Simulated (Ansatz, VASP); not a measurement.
**Al (Al(110) monolayer): VASP beside Ansatz**

Aim: how closely do two programs agree when they are given the same cell, functional and k mesh? The cell is taken from a series of runs on this material, whose earlier steps may have relaxed, scaled, displaced or heated it; both programs get it as it stands.

Main program and level: Ansatz 0.2.0; plane waves, with VASP 6.6.1 beside it; single point at PBE.

**1. The structure**

The cell holds 1 atom: 1 Al. Cell: a = 4.050 Å, b = 2.864 Å, c = 18.000 Å, α = 90.0°, β = 90.0°, γ = 90.0°. Vacuum lies along c.

**2. Ansatz: single point, PBE, pair 1**

Ansatz runs on its default PAW (the set named soft_2) files.

With cell and atoms fixed, the geometry can't cause a difference; cores, projectors, grids and the points listed under the comparison can.

Input file input.yaml:

```yaml
crystal:
  lattice:
    - [4.05, 0.0, 0.0]
    - [0.0, 2.8637824638, 0.0]
    - [0.0, 0.0, 18.0]
  atoms:
    - { symbol: Al, position: [0.5, 0.5, 0.5] }
kpoints:
  mp_grid: { grid: [10, 14, 1] }
hamiltonian:
  xc: pbe
scf:
  occupations: { method: fermi_dirac, width: 0.1 }
  convergence: { dr2_threshold: 1.0e-09 }
efield:
  axis: 3
  dipole_correction: true
  ramp_position: 0.97
  ramp_width: 0.06
output:
  write_potential: true
  write_density: true
  volumetric_format: npy
  elf: true
```

The run is started by

```console
$ ansatz run input.yaml --threads 2 --pin off --max-ram 3072MiB --backend cpu --events-out ev --progress --plain --runs-dir out
```

Numbers of over 12 decimals in the logs are rounded to 6 here.

The log of the run:

```text
Engine: ansatz 0.2.0, aarch64-unknown-linux-gnu
Pseudopotentials: kind: paw
Pseudopotential: Al, paw, valence charge 3, recommended cutoff 420 eV (normal), Al.paw.azcp
Functional definition: PBE
  parameter kappa = 0.804
  parameter beta = 0.066725
  exchange = pbe_x(kappa = kappa, mu = beta*pi^2/3)
  correlation = pbe_c(beta = beta)
Crystal: 1 atoms, lattice volume = 208.770 Å³
Basis set: ecut = 420 eV, 4085 PW (Γ)
Bands: 6, of which v1, the nominal top of the filled ones, is band 2 counted from 1 (1 counted from 0)
Symmetry: 4 space group operations
k-points: 48 of 140
Non-local potential: Al, projectors of the file, l = 0: 2, l = 1: 2, l = 2: 1
PAW form: soft (Blöchl's): semilocal exchange-correlation on the pseudo side does not see the compensation charge
PAW one-centre angular grid: Al, 110 points (default); XC on 64 Gauss nodes
Initial density: superposition of atomic densities (neutral atoms: chi_scale 0, normalization atom), corrected by the library's trained network
Initial wavefunctions: pseudopotential atomic-orbital guess
Functional: x = pbe(κ = 0.804, μ = 0.219515), c = pbe(β = 0.066725)
SCF iter   1: F=—  HF=-535.773986 eV  |F-HF|=—  |Δ(HF+E_count)|=         —  Δρ=8.44e-4  dr2=2.56e-3  ethr=1.77e-3  p=0.000 e·Å  D=2.50e-17 V/Å  ΔV_dip=-0.00 eV  dr2_dipole=5.57e-13  V_vac-E_F(+/−)=3.85/3.85 eV  ⟨swp⟩=7.6  Hψ=3302  notcnv=0
efield: sawtooth ramp at fractional position 0.9700 (set: `efield.ramp_position`, or a place that a band, a saddle search or an elastic batch's reference lends), width 0.0600; the density the first Hamiltonian is built on has a dipole p = 0.000 e·Å; the dipole correction subtracts the counter field D = 2.50e-17 V/Å, which shifts the + side's vacuum level by -0.00 eV against the − side's; the planar-averaged density in the ramp window peaks in size at 8.6e-6 e/Å³
preconditioner: auto → LDOS  [metal: Δε(μ)=0.034 eV  Ē_g=6.577 eV  σ=0.100 eV  W_gap=0.08  n_scr=6 (ndim 8)  ℏωp=4.5 eV  f_vac=0.624  D(μ)=1.22/eV (n_scr^D=4)  β→1.0]
SCF iter   2: F=—  HF=-535.774990 eV  |F-HF|=—  |Δ(HF+E_count)|=   1.00e-3  Δρ=2.41e-4  dr2=1.21e-4  ethr=8.55e-5  p=0.000 e·Å  D=3.46e-7 V/Å  ΔV_dip=-0.00 eV  dr2_dipole=2.73e-12  V_vac-E_F(+/−)=3.92/3.92 eV  ⟨swp⟩=2.5  Hψ=863  notcnv=0
SCF iter   3: F=—  HF=-535.775137 eV  |F-HF|=—  |Δ(HF+E_count)|=   1.46e-4  Δρ=5.12e-5  dr2=9.38e-6  ethr=4.03e-6  p=0.000 e·Å  D=2.45e-7 V/Å  ΔV_dip=-0.00 eV  dr2_dipole=8.77e-13  V_vac-E_F(+/−)=3.91/3.91 eV  ⟨swp⟩=2.3  Hψ=376  notcnv=0
SCF iter   4: F=—  HF=-535.775149 eV  |F-HF|=—  |Δ(HF+E_count)|=   1.28e-5  Δρ=1.43e-5  dr2=1.00e-6  ethr=3.13e-7  p=-0.000 e·Å  D=-2.86e-9 V/Å  ΔV_dip=0.00 eV  dr2_dipole=4.34e-13  V_vac-E_F(+/−)=3.90/3.90 eV  ⟨swp⟩=2.5  Hψ=373  notcnv=0
SCF iter   5: F=—  HF=-535.775150 eV  |F-HF|=—  |Δ(HF+E_count)|=   1.06e-6  Δρ=1.77e-6  dr2=1.48e-8  ethr=3.34e-8  p=0.000 e·Å  D=4.88e-8 V/Å  ΔV_dip=-0.00 eV  dr2_dipole=3.39e-13  V_vac-E_F(+/−)=3.90/3.90 eV  ⟨swp⟩=2.5  Hψ=375  notcnv=0
SCF iter   6: F=-535.775150 eV  HF=-535.775150 eV  |F-HF|=3.40e-10  |Δ(HF+E_count)|=   2.05e-8  Δρ=2.69e-7  dr2=3.72e-10  ethr=3.33e-11  p=-0.000 e·Å  D=-3.51e-8 V/Å  ΔV_dip=0.00 eV  dr2_dipole=2.16e-13  V_vac-E_F(+/−)=3.90/3.90 eV  ⟨swp⟩=5.8  Hψ=1550  notcnv=0
SCF 1 converged in 6 iterations: F = -535.775150 eV  dr2 = 3.72e-10
  greatest PAW one-centre occupation: 0.539 electrons in one spin orbital (limit 2), on the Al atom at site 0 (counted from 0), in its partial waves of l = 0
WARN: The output density's exchange-correlation potential varies sharply where the density is thin. Do not read a vacuum level from v_tot or v_xc, or from such a field of the output density. On a cell that repeats whose density bears no net charge and no dipole along the vacuum's axis use v_es (v_loc + v_h of the components); under efield.dipole_correction with no amplitude use v_es + v_field, which holds any externa [...]
SCF converged after 6 iterations
Free energy (F): -535.775150 eV
Harris-Foulkes:  -535.775150 eV  (|F-HF|=3.40e-10)
Internal energy: -535.734831 eV  (E = F + TS)
E sigma→0 (E₀):  -535.754991 eV
Entropy (-TS):   -0.040320 eV (-40.320 meV/atom)
Fermi energy:    -2.848562 eV
Dipole field:    D = 0.000001 V/Å  (p = 0.000001 e·Å, saw-weighted, corrected)
Work function:   Φ+ = 3.9038 eV   Φ− = 3.9038 eV
Levels:          The Fermi level and band energies are counted from a zero that moves with the ramp; work functions are not
--- Per-component energies (eV) ---
  E_band       = -17.365398
  E_kinetic    = 16.498256
  E_local      = -168.354555  (includes V_loc(G=0)·N_el)
  E_nonlocal   = 11.236759
  E_hartree    = 75.194138
  E_xc         = -35.865455
  E_vxc        = -23.697992  (∫ρ·V_xc dr)
  E_paw        = -467.031189  (= ΣΔE_a)
  E_vpaw       = -3.435924  (= ΣTr[D̂ρ^β])
  E_aug_tail   = -0.000002  (compensation charges beyond the density's cutoff)
  E_efield     = 0.000000  (sawtooth field / dipole correction)
  E_vefield    = 0.000000  (∫n·V_field dr)
  E_ewald      = 32.587217
  E_smearing   = -0.040320  (= −TS)
  E_closure    = 0.000000  (closes the sum)
  Σ components = -535.775150   (vs F -535.775150, Δ=0.00e0)
--- Band table (eV; the first three rows and the last of 48) ---
  k-point 0: bands = ["-8.8761", "-3.3394", "-0.3273", "0.2025", "1.0177", "1.3047"]
  k-point 1: bands = ["-8.7846", "-3.2519", "-0.2457", "0.2935", "1.1102", "1.3957"]
  k-point 2: bands = ["-8.5106", "-2.9897", "-0.0018", "0.5618", "1.3874", "1.6593"]
  k-point 47: bands = ["-3.6891", "-3.6101", "-0.7023", "1.0079", "1.2658", "3.0641"]
```

Reading the cycles: dr2 is the Hartree energy of the density residual (eV), the measure of convergence; HF is the Harris–Foulkes estimate of the energy, which meets the free energy F at convergence.

**3. VASP: single point, PBE, pair 1**

The same cell, functional, mesh and smearing now go to VASP, with its own data sets.

Lines of VASP's logs that name or quote its potential files are left out, and so is its time.

Input file INCAR:

```
SYSTEM = Al
PREC = Accurate
ENCUT = 400
EDIFF = 1E-06
NELM = 120
ISMEAR = -1
SIGMA = 0.1
LREAL = .FALSE.
ALGO = Normal
GGA = PE
NBANDS = 7
LORBIT = 11
LWAVE = .FALSE.
LCHARG = .FALSE.
ISIF = 2
LDIPOL = .TRUE.
IDIPOL = 3
DIPOL = 0.5 0.5 0.5
LVHAR = .TRUE.
LASPH = .TRUE.
GGA_COMPAT = .FALSE.
NELMDL = -8
KPAR = 2
```

Input file POSCAR:

```
Al
1.0
    4.0500000000      0.0000000000      0.0000000000
    0.0000000000      2.8637824638      0.0000000000
    0.0000000000      0.0000000000     18.0000000000
Al
1
Direct
    0.5000000000      0.5000000000      0.5000000000
```

Input file KPOINTS:

```
Automatic mesh
0
Gamma
10 14 1
0 0 0
```

The projector-augmented-wave data sets are Al (PBE family, release 64).

The run is started by

```console
$ mpirun -np 2 vasp_std
```

The log of the run:

```text
[banner, memory and clock lines left out]
running    2 mpi-ranks, on    1 nodes
 distrk:  each k-point on    1 cores,    2 groups
 distr:  one band on    1 cores,    1 groups

 POSCAR found type information on POSCAR Al
 POSCAR found :  1 types and       1 ions
 LDA part: xc-table for (Slater+PW92), standard interpolation
 POSCAR, INCAR and KPOINTS ok, starting setup
 FFT: planning ... GRIDC
 FFT: planning ... GRID_SOFT
 FFT: planning ... GRID
 WAVECAR not read
 entering main loop
       N       E                     dE             d eps       ncg     rms          rms(c)
DAV:   1     0.352349472894E+01    0.35235E+01   -0.64793E+02   672   0.168E+02
DAV:   2    -0.190652557983E+01   -0.54300E+01   -0.49131E+01   938   0.232E+01
DAV:   3    -0.207041626453E+01   -0.16389E+00   -0.16134E+00   903   0.506E+00
DAV:   4    -0.207312958630E+01   -0.27133E-02   -0.27126E-02  1001   0.763E-01
DAV:   5    -0.207318201889E+01   -0.52433E-04   -0.52431E-04   994   0.996E-02
DAV:   6    -0.207318375659E+01   -0.17377E-05   -0.17378E-05  1085   0.164E-02
DAV:   7    -0.207318381600E+01   -0.59410E-07   -0.58909E-07   973   0.262E-03
DAV:   8    -0.207318381653E+01   -0.52704E-09   -0.98806E-09   749   0.438E-04    0.108E+00
DAV:   9    -0.203887670712E+01    0.34307E-01   -0.16049E-02   784   0.378E-01    0.628E-01
DAV:  10    -0.201797881268E+01    0.20898E-01   -0.39762E-02   847   0.617E-01    0.892E-02
DAV:  11    -0.201823404449E+01   -0.25523E-03   -0.19358E-03   854   0.209E-01    0.385E-02
DAV:  12    -0.201787949878E+01    0.35455E-03   -0.37969E-04   938   0.752E-02    0.188E-02
DAV:  13    -0.201802538619E+01   -0.14589E-03   -0.19330E-04   756   0.443E-02    0.900E-03
DAV:  14    -0.201807842188E+01   -0.53036E-04   -0.21819E-05   819   0.176E-02    0.753E-03
DAV:  15    -0.201821759263E+01   -0.13917E-03   -0.37988E-05   700   0.195E-02    0.384E-03
DAV:  16    -0.201825826543E+01   -0.40673E-04   -0.31025E-06   805   0.573E-03    0.184E-03
DAV:  17    -0.201825983753E+01   -0.15721E-05   -0.83525E-06   819   0.457E-03    0.133E-03
DAV:  18    -0.201828436563E+01   -0.24528E-04   -0.31665E-06   763   0.290E-03    0.872E-04
DAV:  19    -0.201828926270E+01   -0.48971E-05   -0.35616E-07   812   0.106E-03    0.362E-04
DAV:  20    -0.201829693305E+01   -0.76704E-05   -0.13968E-06   700   0.142E-03    0.964E-05
DAV:  21    -0.201829691280E+01    0.20246E-07   -0.31512E-09   854   0.188E-04
   1 F= -.20182969E+01 E0= -.19981397E+01  d E =-.403144E-01
```

Parts of OUTCAR (step 3):

```text
ion  position               nearest neighbor table
   1  0.500  0.500  0.500-

  LATTYP: Found a simple orthorhombic cell.
 ALAT       =     2.8637824638
 B/A-ratio  =     1.4142135624
 C/A-ratio  =     6.2853936106

 Subroutine GETGRP returns: Found  8 space group operations
 (whereof  8 operations were pure point group operations)

The static configuration has the point symmetry D_2h.

 Found     48 irreducible k-points:

   k-points           NKPTS =     48   k-points in BZ     NKDIM =     48   number of bands    NBANDS=      7

   dimension x,y,z NGX =    28 NGY =   20 NGZ =  120
   dimension x,y,z NGXF=    56 NGYF=   40 NGZF=  240

   ENCUT  =  400.0 eV  29.40 Ry    5.42 a.u.   6.60  4.67 29.35*2*pi/ulx,y,z

   NELECT =       3.0000    total number of electrons

 k-points in reciprocal lattice and weights: Automatic mesh
   0.00000000  0.00000000  0.00000000       0.007
   0.10000000  0.00000000  0.00000000       0.014
   0.20000000  0.00000000  0.00000000       0.014
   0.30000000  0.00000000  0.00000000       0.014
   0.40000000  0.00000000  0.00000000       0.014
   0.50000000  0.00000000  0.00000000       0.007
   0.00000000  0.07142857  0.00000000       0.014
   0.10000000  0.07142857  0.00000000       0.029
   0.20000000  0.07142857  0.00000000       0.029
[...]
0.40000000  0.50000000  0.00000000       0.014
   0.50000000  0.50000000  0.00000000       0.007

 dipolmoment           0.000000      0.000000      0.000000 electrons x Angstroem

 average (electrostatic) potential at core
       1 -84.1145

 E-fermi :  -2.8432

 k-point     1 :       0.0000    0.0000    0.0000
  band No.  band energies     occupation
      1      -8.8706      2.00000
      2      -3.3340      1.98534
      3      -0.3226      0.00000
      4       0.2121      0.00000
      5       1.0330      0.00000
      6       1.3188      0.00000
      7       2.2988      0.00000

 k-point     2 :       0.1000    0.0000    0.0000
  band No.  band energies     occupation
      1      -8.8085      2.00000
      2      -3.2669      1.97153
      3      -1.0282      0.00000
      4       0.3242      0.00000
      5       1.1147      0.00000
      6       1.4191      0.00000
      7       2.9907      0.00000

 k-point     3 :       0.2000    0.0000    0.0000
  band No.  band energies     occupation
      1      -8.6320      2.00000
      2      -3.0742      1.81938
      3      -2.1638      0.00224
      4       0.5994      0.00000
      5       1.3436      0.00000
      6       1.6946      0.00000
      7       2.9409      0.00000

  Total       -1.5837027     -1.5476294     -0.0003967     -0.0000000      0.0000000      0.0000000
  in kB      -12.1539286    -11.8770884     -0.0030446     -0.0000000      0.0000000      0.0000000
  external PRESSURE =      -8.0113539 kB  Pullay stress =       0.0000000 kB

  energy-cutoff  :      400.00
  volume of cell :      208.77
      direct lattice vectors                 reciprocal lattice vectors
     4.050000000  0.000000000  0.000000000     0.246913580  0.000000000  0.000000000
     0.000000000  2.863782464  0.000000000     0.000000000  0.349188534  0.000000000
     0.000000000  0.000000000 18.000000000     0.000000000  0.000000000  0.055555556

 POSITION                                       TOTAL-FORCE (eV/Angst)
 -----------------------------------------------------------------------------------
      2.02500      1.43189      9.00000         0.000000      0.000000      0.000000
 -----------------------------------------------------------------------------------
    total drift:                               -0.000000     -0.000000      0.000000

  FREE ENERGIE OF THE ION-ELECTRON SYSTEM (eV)
  ---------------------------------------------------
  free  energy   TOTEN  =        -2.0182969128 eV

  energy  without entropy=       -1.9779825620  energy(sigma->0) =       -1.99813974

 vacuum level on the upper side and lower side of the slab         1.061         1.061

 total charge
# of ion       s       p       d       tot
------------------------------------------
    1        0.547   0.193   0.000   0.740

[... 3 further parts left out ...]
```

This run has no spin polarisation. Its electron count is odd, so without a moment it is a metal by construction.

**4. Side by side**

Known differences besides the potentials themselves: the cutoff is 420 eV in Ansatz and 400 eV in VASP. Total energies have different zeros and are not compared.

Both answers:

```csv
quantity,Ansatz,VASP,difference
"work function, lower of the two faces (eV)",3.90,3.90,0.00
"work function, higher of the two faces (eV)",3.90,3.90,0.00
```

With vacuum in the cell, a pressure given here is an average over mostly empty space and none of the material.

**5. VASP: single point, PBE, pair 2**

With cell and atoms fixed, the geometry can't cause a difference; cores, projectors, grids and the points listed under the comparison can. This pair takes another cell of the material, with 2 atoms against 1 for the pair before.

Edit INCAR of step 3 so:

```diff
@@ -10,3 +10,3 @@
 GGA = PE
-NBANDS = 7
+NBANDS = 9
 LORBIT = 11
```

Input file POSCAR:

```
Al
1.0
    4.0500000000      0.0000000000      0.0000000000
    0.0000000000      2.8637824638      0.0000000000
    0.0000000000      0.0000000000     19.4318912319
Al
2
Direct
    0.5000000000      0.5000000000      0.4631561536
    0.0000000000      0.0000000000      0.5368438464
```

KPOINTS is that of step 3.

The run is started by

```console
$ mpirun -np 2 vasp_std
```

The log of the run:

```text
[banner, memory and clock lines left out]
running    2 mpi-ranks, on    1 nodes
[...]
LDA part: xc-table for (Slater+PW92), standard interpolation
 POSCAR, INCAR and KPOINTS ok, starting setup
[...]
entering main loop
       N       E                     dE             d eps       ncg     rms          rms(c)
DAV:   1     0.108354641125E+02    0.10835E+02   -0.15921E+03   864   0.336E+02
DAV:   2    -0.585753586115E+01   -0.16693E+02   -0.15631E+02  1383   0.521E+01
DAV:   3    -0.627069931063E+01   -0.41316E+00   -0.40939E+00  1149   0.952E+00
DAV:   4    -0.627854587639E+01   -0.78466E-02   -0.78434E-02  1283   0.162E+00
[...]
DAV:  21    -0.595400840750E+01   -0.51007E-05   -0.18168E-07  1005   0.129E-03    0.180E-04
DAV:  22    -0.595400955070E+01   -0.11432E-05   -0.34307E-08   918   0.565E-04    0.430E-05
DAV:  23    -0.595400968012E+01   -0.12943E-06   -0.37601E-09   907   0.188E-04
   1 F= -.59540097E+01 E0= -.59376341E+01  d E =-.327511E-01
```

OUTCAR, selected parts (step 5):

```text
  Total       -0.8842844     -2.6080091     -0.7923635      0.0000000      0.0000000      0.0000000
  in kB       -6.2862612    -18.5399928     -5.6328076      0.0000000      0.0000000      0.0000000
  external PRESSURE =     -10.1530206 kB  Pullay stress =       0.0000000 kB

 POSITION                                       TOTAL-FORCE (eV/Angst)
 -----------------------------------------------------------------------------------
      2.02500      1.43189      9.00000         0.000000      0.000000      0.551532
      0.00000      0.00000     10.43189         0.000000      0.000000     -0.551532
 -----------------------------------------------------------------------------------
    total drift:                               -0.000000      0.000000     -0.000000

  FREE ENERGIE OF THE ION-ELECTRON SYSTEM (eV)
  ---------------------------------------------------
  free  energy   TOTEN  =        -5.9540096801 eV

  energy  without entropy=       -5.9212586128  energy(sigma->0) =       -5.93763415

[... 3 further parts left out ...]
[key lines of the parts left out:]
E-fermi :  -2.1318
```

(Part 1 of 2 ends here.)

[Lines on the potential files, build, host, timing and source positions are cut from VASP's logs without a mark.]

[Logs are printed without paths, hosts, clocks, repeated set-up lines and the standing remarks that a program may print on its own settings, such as how far it seeks lower states.]

[Hosts, paths, dates, database ids (printed as entryN), source tags and the programs' standing remarks are cut or masked in the printed files.]
